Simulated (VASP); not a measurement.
The input files of a VASP run:

**INCAR**
```
SYSTEM = Hf
PREC = Accurate
ENCUT = 400
EDIFF = 1E-6
NELM = 100
ALGO = Normal
LREAL = .FALSE.
LASPH = .TRUE.
ISMEAR = 1
SIGMA = 0.1
GGA = PE
LMAXMIX = 6
LWAVE = .FALSE.
LCHARG = .FALSE.
ISIF = 2
LEPSILON = .TRUE.
```

KPOINTS:
```
Automatic mesh
0
Gamma
10 10 6
0 0 0
```

**POSCAR**
```
Hf
1
    1.5950000000    -2.7626210000     0.0000000000
    1.5950000000     2.7626210000     0.0000000000
    0.0000000000     0.0000000000     5.0500000000
Hf
2
Direct
  0.3333330000   0.6666670000   0.2500000000
  0.6666670000   0.3333330000   0.7500000000
```

POTCAR, in this order: Hf_pv (PBE.64 set). Program: vasp_std.

Q: What happens when VASP runs on this input?

A: There is a fault: LEPSILON was set for a metal. The run ends without an error. Against the sound run, the energy per atom (σ→0) hardly moves; the pressure is nearly the same.

**standard output**
```
...
  Direction:   1
       N       E                     dE             d eps       ncg     rms          rms(c)
RMM:   1    -0.463111086917E+01   -0.46311E+01   -0.34732E+01  6678   0.865E+00
RMM:   2    -0.615138458968E+01   -0.15203E+01   -0.14273E-01  6101   0.157E+00    0.514E+00
RMM:   3    -0.615963934989E+01   -0.82548E-02   -0.68856E-02  5439   0.168E+00    0.323E+00
RMM:   4    -0.626541083307E+01   -0.10577E+00   -0.30905E-02  5928   0.155E+00    0.714E-01
RMM:   5    -0.628408866342E+01   -0.18678E-01   -0.12214E-03  5737   0.435E-01    0.225E-01
RMM:   6    -0.628458364058E+01   -0.49498E-03    0.13688E-03  6695   0.105E-01    0.222E-01
RMM:   7    -0.628447980576E+01    0.10383E-03    0.15098E-03  6997   0.195E-02    0.279E-01
RMM:   8    -0.628710884374E+01   -0.26290E-02    0.16364E-03  5828   0.407E-02    0.404E-02
RMM:   9    -0.628720330272E+01   -0.94459E-04    0.16520E-03  6411   0.100E-02    0.388E-02
RMM:  10    -0.628726210993E+01   -0.58807E-04    0.16472E-03  6240   0.714E-03    0.168E-02
RMM:  11    -0.628739691394E+01   -0.13480E-03    0.16227E-03  6067   0.291E-03    0.859E-03
RMM:  12    -0.628743990393E+01   -0.42990E-04    0.16691E-03  5193   0.139E-03    0.145E-03
RMM:  13    -0.628745207592E+01   -0.12172E-04    0.16850E-03  3201   0.857E-04    0.195E-04
RMM:  14    -0.628745561817E+01   -0.35423E-05    0.16736E-03  2165   0.662E-04    0.228E-04
RMM:  15    -0.628745666375E+01   -0.10456E-05    0.16700E-03  2037   0.632E-04    0.400E-05
RMM:  16    -0.628745630112E+01    0.36263E-06    0.16730E-03  1973   0.630E-04    0.250E-05
RMM:  17    -0.628745648717E+01   -0.18605E-06    0.16692E-03  1931   0.628E-04    0.397E-06
 change of polarisation eV/A/(eV/A) component  1 :    12.268    -0.689     0.984
 dielectric tensor                  component  1 :    50.881    -2.802     4.001
 Linear response to external field, progress :
  Direction:   2
       N       E                     dE             d eps       ncg     rms          rms(c)
RMM:   1    -0.467619150919E+01   -0.46762E+01   -0.35183E+01  6757   0.865E+00
RMM:   2    -0.615289655718E+01   -0.14767E+01   -0.14916E-01  6096   0.155E+00    0.513E+00
RMM:   3    -0.615982612010E+01   -0.69296E-02   -0.62631E-02  5378   0.166E+00    0.323E+00
RMM:   4    -0.626506053924E+01   -0.10523E+00   -0.24077E-02  5879   0.154E+00    0.729E-01
RMM:   5    -0.628425484693E+01   -0.19194E-01   -0.15411E-03  5774   0.434E-01    0.262E-01
RMM:   6    -0.628485212283E+01   -0.59728E-03   -0.20244E-04  6742   0.112E-01    0.208E-01
RMM:   7    -0.628502341881E+01   -0.17130E-03    0.58145E-04  6902   0.190E-02    0.189E-01
RMM:   8    -0.628655209826E+01   -0.15287E-02    0.57142E-04  5965   0.339E-02    0.503E-02
RMM:   9    -0.628722441525E+01   -0.67232E-03    0.67697E-04  6621   0.100E-02    0.141E-02
RMM:  10    -0.628743607224E+01   -0.21166E-03    0.61124E-04  6202   0.320E-03    0.523E-03
RMM:  11    -0.628755149918E+01   -0.11543E-03    0.60181E-04  6118   0.172E-03    0.134E-03
RMM:  12    -0.628755814320E+01   -0.66440E-05    0.58199E-04  2641   0.613E-04    0.481E-04
RMM:  13    -0.628756498766E+01   -0.68445E-05    0.59589E-04  2249   0.632E-04    0.160E-04
RMM:  14    -0.628756397095E+01    0.10167E-05    0.59061E-04  2031   0.606E-04    0.487E-05
RMM:  15    -0.628756369796E+01    0.27299E-06    0.59613E-04  1958   0.600E-04    0.635E-06
 change of polarisation eV/A/(eV/A) component  2 :    -0.659    12.268    -1.235
 dielectric tensor                  component  2 :    -2.680    50.881    -5.019
 Linear response to external field, progress :
  Direction:   3
       N       E                     dE             d eps       ncg     rms          rms(c)
RMM:   1    -0.607429859309E+01   -0.60743E+01   -0.48728E+01  2957   0.882E+00
RMM:   2    -0.704721300066E+01   -0.97291E+00   -0.24397E-01  2779   0.160E+00    0.506E+00
RMM:   3    -0.703134540304E+01    0.15868E-01   -0.98195E-02  2332   0.211E+00    0.293E+00
RMM:   4    -0.716158055559E+01   -0.13024E+00   -0.51559E-02  2463   0.183E+00    0.789E-01
RMM:   5    -0.720258696444E+01   -0.41006E-01   -0.50049E-03  2523   0.524E-01    0.218E-01
RMM:   6    -0.720457231806E+01   -0.19854E-02   -0.53515E-04  2754   0.110E-01    0.103E-01
RMM:   7    -0.720937795227E+01   -0.48056E-02   -0.78740E-05  2669   0.717E-02    0.388E-02
RMM:   8    -0.720936250144E+01    0.15451E-04    0.34560E-05  2689   0.125E-02    0.842E-03
RMM:   9    -0.720962867142E+01   -0.26617E-03   -0.23951E-07  2628   0.348E-03    0.347E-03
RMM:  10    -0.720955911817E+01    0.69553E-04   -0.53372E-06  2134   0.124E-03    0.185E-03
RMM:  11    -0.720955096659E+01    0.81516E-05   -0.23870E-06   767   0.531E-04    0.453E-04
RMM:  12    -0.720954890848E+01    0.20581E-05   -0.35827E-07   514   0.478E-04    0.168E-04
RMM:  13    -0.720954939362E+01   -0.48514E-06   -0.43587E-07   469   0.476E-04    0.752E-05
 change of polarisation eV/A/(eV/A) component  3 :    -0.633    -1.948    13.954
 dielectric tensor                  component  3 :    -2.573    -7.919    57.736
 Born effective charges drift removed
```

### OUTCAR
```
------------------------ aborting loop because EDIFF is reached ----------------------------------------

 HEAD OF MICROSCOPIC STATIC DIELECTRIC TENSOR (INDEPENDENT PARTICLE, excluding Hartree and local field effects)
 ------------------------------------------------------
          51.122274     0.000000    -0.000000
          -0.000000    51.122273     0.000000
           0.000000     0.000000    58.440153
 ------------------------------------------------------

 MACROSCOPIC STATIC DIELECTRIC TENSOR (including local field effects in DFT)
 ------------------------------------------------------
          50.880946     0.000000    -0.000000
           0.000000    50.880944     0.000000
           0.000000    -0.000000    57.735538
 ------------------------------------------------------

 PIEZOELECTRIC TENSOR (including local field effects)  for field in x, y, z        (e  Angst)
          XX          YY          ZZ          XY          YZ          ZX
  --------------------------------------------------------------------------------
  x     0.00000     0.00000     0.00000     0.00000     0.00000     0.00000
  y     0.00000     0.00000     0.00000     0.00000     0.00000     0.00000
  z     0.00000     0.00000     0.00000     0.00000     0.00000     0.00000

 PIEZOELECTRIC TENSOR (including local field effects)  for field in x, y, z        (C/m^2)
          XX          YY          ZZ          XY          YZ          ZX
  --------------------------------------------------------------------------------
  x     0.00000     0.00000     0.00000     0.00000     0.00000     0.00000
  y     0.00000     0.00000     0.00000     0.00000     0.00000     0.00000
  z     0.00000     0.00000     0.00000     0.00000     0.00000     0.00000

 BORN EFFECTIVE CHARGES (including local field effects) (in |e|, cummulative output)
 ---------------------------------------------------------------------------------
 ion    1
    1     0.00000     0.00000     0.00000
    2     0.00000     0.00000     0.00000
    3     0.00000     0.00000     0.00000
 ion    2
    1     0.00000     0.00000     0.00000
    2     0.00000     0.00000     0.00000
    3     0.00000     0.00000     0.00000
```
(Selected blocks of OUTCAR.)

To mend it, drop LEPSILON, since a metal has no finite static dielectric tensor or Born charges. The plain static run on this cell (PBE GGA, plane waves, VASP's PBE PAW potentials (set 64)) converges, and its OSZICAR ends with
```
   1 F= -.19843124E+02 E0= -.19842705E+02  d E =-.125759E-02
```

The compound is Hf in the hcp structure. The cell was not relaxed at this level.
